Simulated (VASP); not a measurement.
# G0W0 gap of GaN against strain, part 2 of 4

How does the quasiparticle gap of GaN follow strain, and does the starting functional get the slope right? The cell is of the zinc-blende type, one of the forms listed for this formula, which need not be the common one. The start is a computed cell from the Materials Project.

VASP 6.6.1, plane waves and PAW; the level of theory is named at each step.

So far, gap on the k-mesh (eV): step 3 (empty bands) 1.72.

## (4) G0W0

This step: G0W0 on PBE; plane waves and PAW (Ga_d_GW, N_GW) (VASP 6.6.1).

One pass of GW corrects the levels to first order, with G and W from the starting orbitals.

INCAR

```
SYSTEM = GaN
PREC = Accurate
ENCUT = 450
ISMEAR = 0
SIGMA = 0.01
LREAL = .FALSE.
GGA = PE
NBANDS = 96
ALGO = EVGW0
NELMGW = 1
ENCUTGW = 150
NOMEGA = 48
PRECFOCK = Fast
NBANDSGW = 24
LWAVE = .FALSE.
LCHARG = .FALSE.
```

POSCAR

```
GaN
1.0
    0.0000000000      2.2535006075      2.2535006075
    2.2535006075      0.0000000000      2.2535006075
    2.2535006075      2.2535006075      0.0000000000
Ga N
1 1
Direct
    0.0000000000      0.0000000000      0.0000000000
    0.2500000000      0.2500000000      0.2500000000
```

KPOINTS

```
Automatic mesh
0
Gamma
6 6 6
0 0 0
```

Potentials, in the order of the species: Ga_d_GW and N_GW (PBE family, release 64).

Command:

```console
$ mpirun -np 8 vasp_std
```

Log:

```text
[banner, memory and clock lines left out]
running    8 mpi-ranks, on    1 nodes
 distrk:  each k-point on    8 cores,    1 groups
 distr:  one band on    1 cores,    8 groups

 POSCAR found type information on POSCAR GaN
 POSCAR found :  2 types and       2 ions
 [... a notice as in an earlier step ...]

|                                                                             |
|           W    W    AA    RRRRR   N    N  II  N    N   GGGG   !!!           |
|           W    W   A  A   R    R  NN   N  II  NN   N  G    G  !!!           |
|           W    W  A    A  R    R  N N  N  II  N N  N  G       !!!           |
|           W WW W  AAAAAA  RRRRR   N  N N  II  N  N N  G  GGG   !            |
|           WW  WW  A    A  R   R   N   NN  II  N   NN  G    G                |
|           W    W  A    A  R    R  N    N  II  N    N   GGGG   !!!           |
|                                                                             |
|     The default for ENCUTGWSOFT is different in this version of VASP.       |
|     please manually set ENCUTGWSOFT =150 in the INCAR file.                 |
|                                                                             |

 LDA part: xc-table for (Slater+PW92), standard interpolation
 found WAVECAR, reading the header
 POSCAR, INCAR and KPOINTS ok, starting setup
 FFT: planning ... GRIDC
 FFT: planning ... GRID_SOFT
 FFT: planning ... GRID
 reading WAVECAR
 the WAVECAR file was read successfully
 initial charge from wavefunction
 available memory per node:     34.02 GB, setting MAXMEM to     34832

 The Fermi energy was updated, please check that it is located mid-gap
 values below the HOMO (VB) or above the LUMO (CB) will cause erroneous energies
 E-fermi :   5.9591

 calculate exact exchange contribution
 the WAVEDER file was read successfully
energies w=
    0.000    0.000    0.753    0.000    1.503    0.000    2.246    0.000
    2.982    0.000    3.706    0.000    4.419    0.000    5.120    0.000
    5.807    0.000    6.481    0.000    7.144    0.000    7.795    0.000
    8.438    0.000    9.072    0.000    9.701    0.000   10.327    0.000
   10.951    0.000   11.577    0.000   12.206    0.000   12.843    0.000
   13.490    0.000   14.150    0.000   14.828    0.000   15.529    0.000
   16.256    0.000   17.015    0.000   17.812    0.000   18.657    0.000
   19.556    0.000   20.522    0.000   21.566    0.000   22.704    0.000
   23.957    0.000   25.348    0.000   26.911    0.000   28.683    0.000
   30.720    0.000   33.095    0.000   35.906    0.000   39.294    0.000
   43.467    0.000   48.737    0.000   55.606    0.000   64.931    0.000
   78.294    0.000   98.995    0.000  135.241    0.000  214.665    0.000
 responsefunction array rank=     120
 LDA part: xc-table for (Slater+PW92), standard interpolation

 min. memory requirement per mpi rank    143.2 MB, per node   1146.0 MB

 allocating   6 responsefunctions rank=   120
 shmem allocating  48 responsefunctions rank=   120
 response function shared by NCSHMEM nodes    1
 Doing            6  frequencies on each core in blocks of           48
NQ=   1    0.0000    0.0000    0.0000,
|.........|.........|.........|.........|.........|.........|.........|.........
 performed        411000 updates of chi_q(r,r)
 total number of BLAS operations         42.08 Gflops
NQ=   2    0.1667    0.0000    0.0000,
|.........|.........|.........|.........|.........|.........|.........|.........
 performed       1136000 updates of chi_q(r,r)
 total number of BLAS operations         94.45 Gflops
NQ=   3    0.3333    0.0000    0.0000,
|.........|.........|.........|.........|.........|.........|.........|.........
 performed       1861000 updates of chi_q(r,r)
 total number of BLAS operations        150.18 Gflops
NQ=   4    0.5000    0.0000    0.0000,
|.........|.........|.........|.........|.........|.........|.........|.........
 performed       2475000 updates of chi_q(r,r)
 total number of BLAS operations        190.02 Gflops
NQ=   5    0.1667    0.1667    0.0000,
|.........|.........|.........|.........|.........|.........|.........|.........
 performed       3200000 updates of chi_q(r,r)
 total number of BLAS operations        244.61 Gflops
NQ=   6    0.3333    0.1667    0.0000,
|.........|.........|.........|.........|.........|.........|.........|.........
 performed       4321000 updates of chi_q(r,r)
 total number of BLAS operations        315.69 Gflops
NQ=   7    0.5000    0.1667    0.0000,
|.........|.........|.........|.........|.........|.........|.........|.........
 performed       5442000 updates of chi_q(r,r)
 total number of BLAS operations        393.30 Gflops
NQ=   8   -0.3333    0.1667    0.0000,
|.........|.........|.........|.........|.........|.........|.........|.........
 performed       6563000 updates of chi_q(r,r)
 total number of BLAS operations        472.58 Gflops
NQ=   9   -0.1667    0.1667    0.0000,
|.........|.........|.........|.........|.........|.........|.........|.........
 performed       7537000 updates of chi_q(r,r)
 total number of BLAS operations        542.91 Gflops
NQ=  10    0.3333    0.3333    0.0000,
|.........|.........|.........|.........|.........|.........|.........|.........
 performed       8262000 updates of chi_q(r,r)
 total number of BLAS operations        587.85 Gflops
NQ=  11    0.5000    0.3333    0.0000,
|.........|.........|.........|.........|.........|.........|.........|.........
 performed       9383000 updates of chi_q(r,r)
 total number of BLAS operations        675.79 Gflops
NQ=  12   -0.3333    0.3333    0.0000,
|.........|.........|.........|.........|.........|.........|.........|.........
 performed      10357000 updates of chi_q(r,r)
 total number of BLAS operations        755.29 Gflops
NQ=  13    0.5000    0.5000    0.0000,
|.........|.........|.........|.........|.........|.........|.........|.........
 performed      10907000 updates of chi_q(r,r)
 total number of BLAS operations        792.55 Gflops
NQ=  14    0.5000    0.3333    0.1667,
|.........|.........|.........|.........|.........|.........|.........|.........
 performed      12166000 updates of chi_q(r,r)
 total number of BLAS operations        883.51 Gflops
NQ=  15   -0.3333    0.3333    0.1667,
|.........|.........|.........|.........|.........|.........|.........|.........
 performed      13352000 updates of chi_q(r,r)
 total number of BLAS operations        967.36 Gflops
NQ=  16   -0.3333    0.5000    0.1667,
|.........|.........|.........|.........|.........|.........|.........|.........
 performed      14330000 updates of chi_q(r,r)
 total number of BLAS operations       1052.05 Gflops
 resolving degeneracies of screened two electron integrals

 calculate QP shifts <psi_nk| G(iteration)W_0 |psi_nk>: iteration 1
 entering main loop
```

Elapsed: 49 s, on 8 MPI ranks of Intel Xeon 6975P-C (Granite Rapids), shared host; peak memory 1.6 GiB; 5.1 min of CPU time.

Parts of OUTCAR (step 4):

```text
The static configuration has the point symmetry T_d .

 Found     16 irreducible k-points:

   k-points           NKPTS =     16   k-points in BZ     NKDIM =    216   number of bands    NBANDS=     96

   NELECT =      18.0000    total number of electrons

 E-fermi :   5.9591

 QP shifts <psi_nk| G(iteration)W_0 |psi_nk>: iteration 1
 for sc-GW calculations column KS-energies equals QP-energies in previous step
 and V_xc(KS)=  KS-energies - (<T + V_ion + V_H > + <T+V_H+V_ion>^1  + <V_x>^1)
 k-point   1 :       0.0000    0.0000    0.0000
  band No.  KS-energies  QP-energies   sigma(KS)   V_xc(KS)     V^pw_x(r,r')   Z            occupation Imag(sigma)
    ...
      6      -8.0769     -11.0780     -25.8983     -21.8074     -35.1863       0.7336       2.0000       0.1934
      7       5.0978       4.5510     -18.4471     -17.7320     -21.3412       0.7646       2.0000       0.0965
      8       5.0978       4.5510     -18.4471     -17.7320     -21.3412       0.7646       2.0000       0.0965
      9       5.0978       4.5510     -18.4471     -17.7320     -21.3412       0.7646       2.0000       0.0965
     10       6.8203       7.4202     -12.6078     -13.3584      -9.0917       0.7991       0.0000      -0.0625
     11      15.3897      16.0909     -10.5459     -11.4287      -5.3700       0.7943       0.0000      -0.1378
     12      15.3897      16.0909     -10.5459     -11.4287      -5.3700       0.7943       0.0000      -0.1378
     13      15.3897      16.0909     -10.5459     -11.4287      -5.3700       0.7943       0.0000      -0.1378
    ...

 k-point   2 :       0.1667    0.0000    0.0000
  band No.  KS-energies  QP-energies   sigma(KS)   V_xc(KS)     V^pw_x(r,r')   Z            occupation Imag(sigma)
    ...
      6      -8.0783     -11.0747     -25.8914     -21.8023     -35.1818       0.7328       2.0000       0.1945
      7       2.8139       2.0830     -16.8433     -15.8781     -19.9341       0.7573       2.0000       0.1186
      8       4.8276       4.2478     -18.2165     -17.4564     -21.1554       0.7628       2.0000       0.0993
      9       4.8276       4.2478     -18.2165     -17.4564     -21.1554       0.7628       2.0000       0.0993
     10       8.4316       9.1202     -13.3192     -14.1932      -9.6526       0.7878       0.0000      -0.0682
     11      14.3525      15.1162     -11.0596     -12.0273      -5.9627       0.7892       0.0000      -0.1340
     12      15.7452      16.4668     -10.7371     -11.6524      -5.4469       0.7883       0.0000      -0.1540
     13      15.7452      16.4668     -10.7371     -11.6524      -5.4469       0.7883       0.0000      -0.1540
    ...

 k-point   3 :       0.3333    0.0000    0.0000
  band No.  KS-energies  QP-energies   sigma(KS)   V_xc(KS)     V^pw_x(r,r')   Z            occupation Imag(sigma)
    ...
      6      -7.5924     -10.0128     -23.2055     -19.8729     -31.8725       0.7263       2.0000       0.4217
      7      -0.2621      -1.2037     -15.6521     -14.3659     -19.7106       0.7320       2.0000       0.2131
      8       4.3496       3.7174     -17.8606     -17.0297     -20.8861       0.7609       2.0000       0.1036
      9       4.3496       3.7174     -17.8606     -17.0297     -20.8861       0.7609       2.0000       0.1036
     10       9.5607      10.3072     -12.1366     -13.0758      -7.8799       0.7948       0.0000      -0.0856
     11      13.7371      14.5784     -12.5007     -13.6038      -7.2436       0.7627       0.0000      -0.1518
     12      15.7162      16.3785     -10.6976     -11.5369      -5.4669       0.7891       0.0000      -0.1622
     13      15.7162      16.3785     -10.6976     -11.5369      -5.4669       0.7891       0.0000      -0.1622
    ...

[... 7 parts as in an earlier step ...]

[... 5 further parts left out ...]
```

Numbers from this step:

```yaml
quasiparticle_gap_on_the_mesh: 2.869 eV
smallest_direct_quasiparticle_gap_on_the_mesh: 2.869 eV
gap_of_the_starting_orbitals_on_the_mesh: 1.722 eV
```

GW takes the gap from 1.722 to 2.869 eV. Spin-orbit coupling is left out. The value holds for 96 bands, ENCUTGW = 150 eV and this mesh, and isn't shown to be converged in them.

## (5) Ground state of a strained cell, scale 0.94

This step: PBE; plane waves and PAW (Ga_d_GW, N_GW) (VASP 6.6.1).

The volume is scaled by 0.94, at the same cutoff, mesh and band count, and the chain is run again.

INCAR

```
SYSTEM = GaN
PREC = Accurate
ENCUT = 450
EDIFF = 1E-08
NELM = 100
ISMEAR = 0
SIGMA = 0.01
LREAL = .FALSE.
ALGO = Normal
GGA = PE
NBANDS = 15
LORBIT = 11
LWAVE = .TRUE.
LCHARG = .FALSE.
KPAR = 8
```

POSCAR

```
GaN
1.0
    0.0000000000      2.2074978911      2.2074978911
    2.2074978911      0.0000000000      2.2074978911
    2.2074978911      2.2074978911      0.0000000000
Ga N
1 1
Direct
    0.0000000000      0.0000000000      0.0000000000
    0.2500000000      0.2500000000      0.2500000000
```

KPOINTS is that of step 4.

Command:

```console
$ mpirun -np 8 vasp_std
```

Log:

```text
[banner, memory and clock lines left out]
running    8 mpi-ranks, on    1 nodes
 distrk:  each k-point on    1 cores,    8 groups
 distr:  one band on    1 cores,    1 groups

 POSCAR found type information on POSCAR GaN
 POSCAR found :  2 types and       2 ions
 [... a notice as in an earlier step ...]

 LDA part: xc-table for (Slater+PW92), standard interpolation
 POSCAR, INCAR and KPOINTS ok, starting setup
 FFT: planning ... GRIDC
 FFT: planning ... GRID_SOFT
 FFT: planning ... GRID
 WAVECAR not read
 entering main loop
       N       E                     dE             d eps       ncg     rms          rms(c)
DAV:   1     0.114193548618E+03    0.11419E+03   -0.10610E+04   551   0.174E+03
DAV:   2    -0.676288341911E+01   -0.12096E+03   -0.11500E+03   515   0.370E+02
DAV:   3    -0.140135387900E+02   -0.72507E+01   -0.72124E+01   620   0.996E+01
DAV:   4    -0.141320549895E+02   -0.11852E+00   -0.11850E+00   564   0.139E+01
DAV:   5    -0.141353713778E+02   -0.33164E-02   -0.33163E-02   661   0.232E+00    0.120E+01
DAV:   6    -0.120286893834E+02    0.21067E+01   -0.53163E+00   741   0.509E+01    0.565E+00
DAV:   7    -0.120299210245E+02   -0.12316E-02   -0.30939E-01   571   0.863E+00    0.346E+00
DAV:   8    -0.120253795778E+02    0.45414E-02   -0.42593E-02   544   0.342E+00    0.331E-01
DAV:   9    -0.120240891389E+02    0.12904E-02   -0.53857E-03   772   0.223E+00    0.684E-02
DAV:  10    -0.120242952393E+02   -0.20610E-03   -0.56899E-04   588   0.535E-01    0.279E-02
DAV:  11    -0.120242764436E+02    0.18796E-04   -0.79670E-05   762   0.227E-01    0.629E-03
DAV:  12    -0.120242779411E+02   -0.14974E-05   -0.75058E-06   564   0.306E-02    0.337E-03
DAV:  13    -0.120242777644E+02    0.17665E-06   -0.54332E-07   709   0.110E-02    0.419E-04
DAV:  14    -0.120242777676E+02   -0.31600E-08   -0.24254E-08   557   0.245E-03
   1 F= -.12024278E+02 E0= -.12024278E+02  d E =-.488878E-97
 writing wavefunctions
```

The job ended after 1.6 s (8 MPI ranks; peak memory 1.1 GiB).

From OUTCAR (step 5):

```text
   ENCUT  =  450.0 eV  33.07 Ry    5.75 a.u.   5.40  5.40  5.40*2*pi/ulx,y,z

   NELECT =      18.0000    total number of electrons

 E-fermi :   5.9323

 k-point     1 :       0.0000    0.0000    0.0000
  band No.  band energies     occupation
    ...
      5      -7.4010      2.00000
      6      -7.4010      2.00000
      7       5.7858      2.00000
      8       5.7858      2.00000
      9       5.7858      2.00000
     10       7.9030      0.00000
     11      16.4638      0.00000
     12      16.4638      0.00000
     13      16.4638      0.00000
     14      24.2316      0.00000
    ...

  Total        2.2679595      2.2679595      2.2679595      0.0000000      0.0000000      0.0000000
  in kB      168.8943001    168.8943001    168.8943001      0.0000000      0.0000000      0.0000000
  external PRESSURE =     168.8943001 kB  Pullay stress =       0.0000000 kB

 POSITION                                       TOTAL-FORCE (eV/Angst)
 -----------------------------------------------------------------------------------
      0.00000      0.00000      0.00000        -0.000000     -0.000000     -0.000000
      1.10375      1.10375      1.10375         0.000000      0.000000      0.000000
 -----------------------------------------------------------------------------------
    total drift:                                0.000012      0.000012      0.000012

  FREE ENERGIE OF THE ION-ELECTRON SYSTEM (eV)
  ---------------------------------------------------
  free  energy   TOTEN  =       -12.0242777676 eV

  energy  without entropy=      -12.0242777676  energy(sigma->0) =      -12.02427777

[... 4 parts as in an earlier step ...]

[... 12 further parts left out ...]
```

This step gave:

```yaml
free_energy_toten: -12.02 eV
fermi_energy: 5.932 eV
pressure: 16.89 GPa
gap_on_the_k_mesh: 2.117 eV
least_direct_gap_on_the_k_mesh: 2.117 eV
```

The run ends at a pressure of 16.89 GPa.

## (6) Empty bands, scale 0.94

The empty bands are made again, for the run that follows.

INCAR

```
SYSTEM = GaN
PREC = Accurate
ENCUT = 450
ISMEAR = 0
SIGMA = 0.01
LREAL = .FALSE.
GGA = PE
NBANDS = 96
ALGO = Exact
NELM = 1
LWAVE = .TRUE.
LCHARG = .FALSE.
LOPTICS = .TRUE.
NEDOS = 1000
CSHIFT = 0.1
```

POSCAR is that of step 5.

KPOINTS is that of step 5.

Command:

```console
$ mpirun -np 8 vasp_std
```

Log:

```text
[... set-up lines as in an earlier step ...]
 entering main loop
       N       E                     dE             d eps       ncg     rms          rms(c)
DIA:   1    -0.120242777836E+02   -0.12024E+02    0.00000E+00     0   0.000E+00
   1 F= -.12024278E+02 E0= -.12024278E+02  d E =-.647488E-71
 writing wavefunctions
 optical routines
 imaginary and real dielectric function
 recalculating local potential from charge density
 direction            1
 direction            2
 direction            3
```

Run time: 2 s. Hardware: 8 MPI ranks; peak memory 0.91 GiB.

From OUTCAR (step 6):

```text
  Total        2.2680026      2.2680026      2.2680026     -0.0000000      0.0000000     -0.0000000
  in kB      168.8975073    168.8975073    168.8975073     -0.0000000      0.0000000     -0.0000000
  external PRESSURE =     168.8975073 kB  Pullay stress =       0.0000000 kB

 POSITION                                       TOTAL-FORCE (eV/Angst)
 -----------------------------------------------------------------------------------
      0.00000      0.00000      0.00000         0.000000      0.000000      0.000000
      1.10375      1.10375      1.10375        -0.000000     -0.000000     -0.000000
 -----------------------------------------------------------------------------------
    total drift:                                0.000012      0.000012      0.000012

  FREE ENERGIE OF THE ION-ELECTRON SYSTEM (eV)
  ---------------------------------------------------
  free  energy   TOTEN  =       -12.0242777836 eV

  energy  without entropy=      -12.0242777836  energy(sigma->0) =      -12.02427778

[... 2 parts as in an earlier step ...]

[... 1 further part left out ...]
[key lines of the parts left out:]
E-fermi :   5.9102
```

(Part 2 of 4 ends here.)

[Lines on the potential files, build, host, timing and source positions are cut from VASP's logs without a mark.]

[Logs are printed without paths, hosts, clocks, repeated set-up lines and the standing remarks that a program may print on its own settings, such as how far it seeks lower states.]

[Hosts, paths, dates, database ids (printed as entryN), source tags and the programs' standing remarks are cut or masked in the printed files.]

[Pressures printed for these runs are not shown converged in the cutoff: they can be off by several GPa and have the wrong sign.]

[In band tables of VASP the shares of atoms and orbitals are scaled to a sum of 1 inside the atoms' spheres.]
